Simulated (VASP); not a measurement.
Here is the system:

```
NaF
1.0
    0.00000     2.36928     2.36928
    2.36928     0.00000     2.36928
    2.36928     2.36928     0.00000
Na F
1 1
Direct
  0.00000   0.00000   0.00000
  0.50000   0.50000   0.50000
```

Level of theory: PBE GGA, VASP's PBE PAW potentials (set 64) (plane waves; VASP). Numerical set-up: 520 eV cut-off, 10×10×10 Γ-centred mesh, Gaussian smearing of 0.050 eV, potentials Na_pv F.

Task: Give the stress tensor in GPa (positive for a compressed cell).

Result: 
```
-1.16   0.00   0.00
 0.00  -1.16   0.00
 0.00   0.00  -1.16
```
The pressure is its mean diagonal, -1.16 GPa.

The compound is NaF in the rock salt structure. This cell is one point of a volume scan, at 1.03 of the reference volume.
